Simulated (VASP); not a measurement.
Data:

```xyz
2
Lattice="-2.3884 2.3884 1.3364 2.3884 -2.3884 1.3364 2.3884 2.3884 -1.3364" Properties=species:S:1:pos:R:3 pbc="T T T"
Si     0.0000     2.3884     0.6682
Si     0.0000     0.0000     0.0000
```

Method: r2SCAN meta-GGA, VASP's PBE PAW potentials (set 64) (plane waves; VASP). Numerical set-up: 400 eV cut-off, 17×17×17 Γ-centred mesh, tetrahedra with Blöchl corrections, potentials Si.

Task: Tabulate the total density of states (states/eV per cell) against energy (eV; zero at the valence-band maximum or, without a gap, the Fermi level).

Result: 
| E (eV) | DOS (states/eV) |
|---|---|
| -9.98 | 0.45 |
| -9.38 | 0.50 |
| -8.90 | 0.55 |
| -8.30 | 0.63 |
| -7.70 | 0.54 |
| -7.22 | 0.40 |
| -6.62 | 0.63 |
| -6.02 | 0.53 |
| -5.54 | 0.59 |
| -4.94 | 0.70 |
| -4.34 | 0.70 |
| -3.86 | 0.73 |
| -3.26 | 0.79 |
| -2.66 | 0.94 |
| -2.18 | 1.08 |
| -1.58 | 0.85 |
| -0.98 | 0.61 |
| -0.50 | 0.65 |
| 0.10 | 0.66 |
| 0.70 | 0.65 |
| 1.18 | 0.59 |
| 1.78 | 0.76 |
| 2.38 | 0.80 |
| 2.86 | 0.98 |
| 3.46 | 0.96 |
Within 2 eV below the Fermi level the largest weight inside VASP's projection spheres is Si p.

The structure was generated: Si was put into the beta-Sn type (I4_1/amd), which need not be its known phase. It was relaxed first.
